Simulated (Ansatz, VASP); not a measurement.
Na4NO: VASP beside Ansatz

File INCAR:

```
PREC = Accurate
ENCUT = 520
EDIFF = 1E-7
ISMEAR = -1
SIGMA = 0.05
LREAL = F
LASPH = T
NELM = 100
ALGO = Normal
ISIF = 2
LWAVE = F
LCHARG = F
GGA = PE
NBANDS = 28
```

The input KPOINTS:

```
regular mesh
0
Gamma
  7 7 5
```

File POSCAR:

```
Na4NO
1.0
    4.0146640000      0.0000000000      0.0000000000
    0.0000000000      4.0146640000      0.0000000000
    0.0000000000      0.0000000000      5.8748600000
Na O N
4 1 1
Direct
    0.5086920000     -0.0082130000      0.2577530000
    0.0188590000      0.5056520000      0.7371620000
    0.5061900000      0.0045880000      0.7339490000
   -0.0082340000      0.4884620000      0.2610130000
    0.5076830000      0.5231130000      0.4971410000
   -0.0026670000     -0.0010870000      0.0005480000
```

The input input.yaml:

```yaml
crystal:
  lattice:
    - [4.014664, 0.0, 0.0]
    - [0.0, 4.014664, 0.0]
    - [0.0, 0.0, 5.87486]
  atoms:
    - { symbol: Na, position: [0.508692, -0.008213, 0.257753] }
    - { symbol: Na, position: [0.018859, 0.505652, 0.737162] }
    - { symbol: Na, position: [0.50619, 0.004588, 0.733949] }
    - { symbol: Na, position: [-0.008234, 0.488462, 0.261013] }
    - { symbol: O, position: [0.507683, 0.523113, 0.497141] }
    - { symbol: "N", position: [-0.002667, -0.001087, 0.000548] }
hamiltonian:
  xc: pbe
  pseudopotentials: { kind: paw }
kpoints:
  mp_grid: { grid: [7, 7, 5] }
scf:
  occupations: { method: fermi_dirac, width: 0.05 }
output:
  forces: true
  stress: true
  eigenvalues: true
```

Change from the starting cell: atoms moved at random, drawn with an rms of 0.05 Å.

Alike in both runs: task single point; functional PBE; k mesh 7 × 7 × 5; occupations fermi-dirac, width 0.05 eV; no spin polarisation.

|  | VASP | Ansatz |
| --- | --- | --- |
| version | VASP 6.6.1 | Ansatz 0.2.0 |
| potentials or method | VASP PAW PBE potentials, release 64 (Na_pv, O, N) | Ansatz PAW |
| plane-wave cutoff (eV) | 520 | 420 |
| valence electrons in the cell | 39 | 47 |

VASP gave:

```
gap on the k mesh at the Fermi level (eV)       : none
pressure (GPa)                                  : -0.2
largest component of the traceless stress (GPa) : 0.14
rms of the force components (eV/Å)              : 0.122
```

Which values does Ansatz return?

gap on the k mesh at the Fermi level (eV): none; pressure (GPa): -0.2; largest component of the traceless stress (GPa): 0.13; rms of the force components (eV/Å): 0.119.

Atom by atom the forces differ by 0.003 eV/Å (rms over components). A gap of «none» marks a metal or a gap that the smearing closes. The functional is the same, so the differences come from potentials, cutoffs and numerics. The two sets of potentials don't hold the same shells in valence.

Caveats: an odd number of electrons without spin polarisation forces a metal; a magnetic or distorted state may lie lower.
